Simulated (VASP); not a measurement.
Set up this calculation in VASP 6.6.1, as the native input.

```
Task                   : single point
Functional             : PBE
Potentials or basis    : VASP PAW PBE potentials, release 64 (Y_sv, Rh_pv, B)
Cutoff                 : 520 eV
k mesh                 : 3 × 3 × 3
Occupations            : gaussian, width 0.1 eV
Spin                   : no spin polarisation
Dipole correction      : no
Further INCAR settings : ALGO = Fast; EDIFF = 1e-06; NBANDS = 70
```

The structure of YBRh3 lies in POSCAR:

```
YBRh3
1.0
    5.4076660000     -0.6902300000     -0.5723170000
    0.5403250000      5.2287890000     -0.1504670000
    0.2786040000     -0.0164590000      5.6252930000
Y Rh B
2 6 2
Direct
    0.1813505058      0.5425425502      0.2907199194
    0.6753132263      0.5727604098      0.5964446261
    0.6009185535      0.8769425781      0.0146845369
    0.1509177350      0.9587542887      0.9911859999
    0.2086360743      0.5047460384      0.7950456259
    0.8312022192      0.0845938375      0.6811239417
    0.2047731252      0.0541572818      0.4535175367
    0.5936250683      0.3854770908      0.0593925151
    0.4386405717      0.1758754598      0.7439569652
    0.8530824892      0.1989353831      0.3087682404
```

The cell was built by a generator and needn't be a form met in nature.

One way to write it, as run:

INCAR

```
SYSTEM = YBRh3
PREC = Accurate ; ENCUT = 520
EDIFF = 1E-6 ; ISMEAR = 0
SIGMA = 0.1 ; LREAL = .FALSE.
LASPH = .TRUE. ; NELM = 100
ALGO = Fast ; ISIF = 2
LWAVE = .FALSE. ; LCHARG = .FALSE.
GGA = PE ; NBANDS = 70
```

KPOINTS

```
Automatic mesh
0
G
  3 3 3
  0 0 0
```

Potentials or basis: VASP PAW PBE potentials, release 64 (Y_sv, Rh_pv, B).

Command:

```sh
$ cat potpaw_PBE.64/Y_sv/POTCAR potpaw_PBE.64/Rh_pv/POTCAR potpaw_PBE.64/B/POTCAR > POTCAR
$ mpirun -np 1 vasp_std > vasp.out
```

It gave:

The pressure is 0.0 GPa and the largest force is 2.790 eV/Å. The band gap on the k mesh is none (metal or under the smearing width).

Caveat: the k mesh is coarse (spacing up to 0.40 Å⁻¹), so the values aren't converged.

Wall time 2.6 min on 1 thread of AMD EPYC 9R45 96-Core Processor (Zen 5), with other jobs on the host, peak memory 0.31 GiB.
